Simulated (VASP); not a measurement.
Set up this calculation in VASP 6.6.1, as the native input.

| Property | Result |
| --- | --- |
| Task | relaxation of cell and atoms |
| Functional | PBEsol |
| Potentials or basis | VASP PAW PBE potentials, release 64 (Te, Cu) |
| Cutoff | 600 eV |
| k mesh | 10 × 8 × 1 |
| Occupations | gaussian, width 0.03 eV |
| Spin | no spin polarisation |
| Further INCAR settings | ALGO = Normal; EDIFF = 1e-07; IBRION = 2; EDIFFG = -0.005; NSW = 90; ISIF = 3 |

The structure of CuTe lies in POSCAR:

```
CuTe                                    
1.0
    3.2219548359      0.0000000000      0.0000000000
    0.0000000000      3.9153694601      0.0000000000
    0.0000000000      0.0000000000     21.8772744000
  Te              Cu            
     2     2
Direct
     0.0000000000000000    0.0000000000000000    0.4124478629983835
     0.5000000000000000    0.5000000000000000    0.5875521370016166
     0.0000000000000000    0.5000000000000000    0.4890923022863192
     0.5000000000000000    0.0000000000000000    0.5109076977136811
```

These files were run (other wordings do the same):

INCAR

```
SYSTEM = CuTe
PREC = Accurate
ENCUT = 600
EDIFF = 1E-7
ISMEAR = 0
SIGMA = 0.03
LREAL = .FALSE.
LASPH = .TRUE.
NELM = 80
ALGO = Normal
ISIF = 3
LWAVE = .FALSE.
LCHARG = .FALSE.
GGA = PS
IBRION = 2
NSW = 90
EDIFFG = -0.005
LATTICE_CONSTRAINTS = .TRUE. .TRUE. .FALSE.
```

KPOINTS

```
Automatic mesh
0
G
  10 8 1
  0 0 0
```

Potentials or basis: VASP PAW PBE potentials, release 64 (Te, Cu).

The run is started by

```sh
$ cat potpaw_PBE.64/Te/POTCAR potpaw_PBE.64/Cu/POTCAR > POTCAR
$ mpirun -np 1 vasp_std > vasp.out
```

It gave:

```
Largest force after relaxing : 0.003 eV/Å
Band gap on the k mesh       : none (metal or under the smearing width)
```

Caveat: the relaxation stopped at its first step, so nothing moved; the PAW data sets were made with another functional, which shifts forces and pressure a little.

Run time: 3.3 min on 1 thread of Intel(R) Xeon(R) 6975P-C (Granite Rapids) (shared host), peak memory 0.52 GiB.
